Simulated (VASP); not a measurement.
```xyz
5
Lattice="5.3103 0.0000 0.0000 0.0000 5.3103 0.0000 0.0000 0.0000 5.4887" Properties=species:S:1:pos:R:3 pbc="T T T"
Cs     0.0000     0.0000     0.0000
Hg     2.6552     2.6552     2.7443
Br     2.6552     2.6552     0.0000
Cl     2.6552     0.0000     2.7443
Cl     0.0000     2.6552     2.7443
```

Method: PBEsol GGA, VASP's PBE PAW potentials (set 64) (plane waves; VASP). Run with 400 eV cut-off, 7×7×6 Γ-centred mesh, tetrahedra with Blöchl corrections, potentials Cs_sv Hg Br Cl.

Unless said otherwise, spin-orbit coupling is left out, though it shifts the bands of the heavy elements here.

Question: Tabulate the total density of states (states/eV per cell) against energy (eV; zero at the valence-band maximum or, without a gap, the Fermi level).

Answer: 
```
E (eV) | DOS (states/eV)
    -9.88 |  0.00
    -9.77 |  0.00
    -9.54 |  0.00
    -9.42 |  0.00
    -9.19 |  0.00
    -9.07 |  0.00
    -8.84 |  0.00
    -8.72 |  0.00
    -8.49 |  0.00
    -8.38 |  0.00
    -8.14 |  0.00
    -8.03 |  0.00
    -7.91 |  0.00
    -7.68 |  0.00
    -7.57 |  0.00
    -7.33 |  0.00
    -7.22 |  0.00
    -6.99 |  0.00
    -6.87 | ## 2.27
    -6.64 | ################## 21.8
    -6.52 | ##### 5.66
    -6.29 | #### 4.80
    -6.17 | ### 3.72
    -6.06 | ### 3.06
    -5.83 | #### 5.12
    -5.71 | ############################## 36.4
    -5.48 | ## 2.34
    -5.36 | # 1.23
    -5.13 | # 0.71
    -5.01 | # 0.77
    -4.78 | # 1.02
    -4.67 | # 1.12
    -4.43 | # 1.33
    -4.32 | # 1.41
    -4.20 | # 1.38
    -3.97 | # 0.93
    -3.85 | # 0.74
    -3.62 |  0.48
    -3.51 |  0.33
    -3.27 | # 1.68
    -3.16 | ## 1.83
    -2.93 | ## 1.91
    -2.81 | # 1.81
    -2.58 | ## 1.83
    -2.46 | ## 1.94
    -2.23 | #### 4.46
    -2.12 | ####### 8.39
    -2.00 | ###### 7.39
    -1.77 | ########## 12.3
    -1.65 | ####### 8.05
    -1.42 | ######### 10.4
    -1.30 | ######### 11.2
    -1.07 | ######## 9.85
    -0.95 | ##### 6.13
    -0.72 | ## 2.00
    -0.61 | ## 1.82
    -0.38 | # 1.44
    -0.26 | # 1.43
    -0.14 | # 1.04
     0.09 |  0.17
     0.20 |  0.12
     0.44 |  0.15
     0.55 |  0.15
     0.78 |  0.19
     0.90 |  0.21
     1.13 |  0.26
     1.25 |  0.28
     1.48 |  0.34
     1.59 |  0.38
     1.71 |  0.41
     1.94 |  0.50
     2.06 |  0.55
     2.29 | # 0.74
     2.41 | # 0.97
     2.64 | # 0.87
     2.75 | # 0.89
     2.99 | # 0.81
     3.10 | # 0.78
     3.33 | # 0.68
     3.45 | # 0.64
```
Within 2 eV below the Fermi level the largest weight inside VASP's projection spheres is Cl p, then Br p.

The structure comes from a computed database's CsHgBrCl2 entry (P4/mmm); how it stands against other phases isn't given here. It was relaxed first, which changed the volume by -7 %.
